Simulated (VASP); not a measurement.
Energy against volume of Tl (hcp). Calculation: PW91 GGA, VASP's PBE PAW potentials (set 64) (plane waves; VASP). Run with 520 eV cut-off, 12×12×7 Γ-centred mesh, first-order Methfessel-Paxton smearing of 0.10 eV, potentials Tl_d.

Shape and ions are relaxed at each volume.

```csv
V (Å³/atom),E (eV/atom)
29.423,-2.25910
30.362,-2.26821
31.301,-2.27132
32.240,-2.26945
```

Problem. Fit these four points and predict the energy of the run at 33.179 Å³/atom.

Solution. A cubic in V^(−2/3), the third-order Birch-Murnaghan form, passes through the four points with V0 = 31.39 Å³/atom and B0 = 28 GPa, and gives -2.2634 eV/atom there. The run gave -2.2635 eV/atom, -0.1 meV/atom from the fit; all five points give B0 = 28 GPa.

The compound is Tl in the hcp structure. It was relaxed first, which changed the volume by +10 %.
